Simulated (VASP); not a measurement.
Data:

```
ZrS2
1.0
    1.86377    -3.22814     0.00000
    1.86377     3.22814     0.00000
    0.00000     0.00000     6.12297
Zr S
1 2
Direct
  0.00000   0.00000   0.00000
  0.33333   0.66667   0.23692
  0.66667   0.33333   0.76308
```

All values below come from r2SCAN meta-GGA, VASP's PBE PAW potentials (set 64) (plane waves; VASP). Run with 520 eV cut-off, 7×7×4 Γ-centred mesh, Gaussian smearing of 0.050 eV, potentials Zr_sv S.

### Question
The ions and cell shape at fixed volume are relaxed. What does this cell relax into?

### Answer

```
ZrS2
1.0
    1.84926    -3.20302     0.00000
    1.84926     3.20302     0.00000
    0.00000     0.00000     6.21940
Zr S
1 2
Direct
  0.00000   0.00000   0.00000
  0.33333   0.66667   0.23071
  0.66667   0.33333   0.76929
```
Space group P-3m1 (164), at a tolerance of 0.03 Å.

### Question
How much energy does the relaxation gain?

### Answer
The energy (σ→0) changes by -5.3 meV/atom, in 5 ionic steps.

The compound is ZrS2 in the 1T layered structure. This cell is one point of a volume scan, at 1.03 of the reference volume. Symmetry was kept, so distortions that lower it aren't found.
